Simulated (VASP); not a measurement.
Computed with PBEsol GGA, VASP's PBE PAW potentials (set 64) (plane waves; VASP 6.6.1).

The input files of a VASP run:

**KPOINTS**
```
Automatic
0
G
 17 17 17
```

### INCAR
```
! general
SYSTEM   =  Li
PREC     =  Accurate
ENCUT    =  620
LREAL    =  F
LASPH    =  T

! electronic loop
EDIFF    =  1E-6
NELM     =  100
ALGO     =  Normal

! smearing
ISMEAR   =  1
SIGMA    =  0.1

! functional
GGA      =  PS

! ions
IBRION   =  2
NSW      =  40
ISIF     =  3
EDIFFG   =  -0.02
PSTRESS  =  100

! output
LWAVE    =  F
LCHARG   =  F
```

**POSCAR**
```
Li
1
   -1.5067904511     1.5067904511     1.5067904511
    1.5067904511    -1.5067904511     1.5067904511
    1.5067904511     1.5067904511    -1.5067904511
Li
1
Direct
  0.0000000000   1.0000000000   1.0000000000
```

POTCAR, in this order: Li_sv (PBE.64 set). Program: vasp_std.

What will the output report for the number of irreducible k-points (NKPTS), largest plane-wave count, number of space-group operations, FFT grid (NGX, NGY, NGZ)?

The number of irreducible k-points (NKPTS) is 165. The largest plane-wave count is 491. The number of space-group operations is 48 and the FFT grid (NGX, NGY, NGZ) is 24 × 24 × 24.

The compound is Li in the bcc structure. It was relaxed first under an external pressure of 10 GPa.
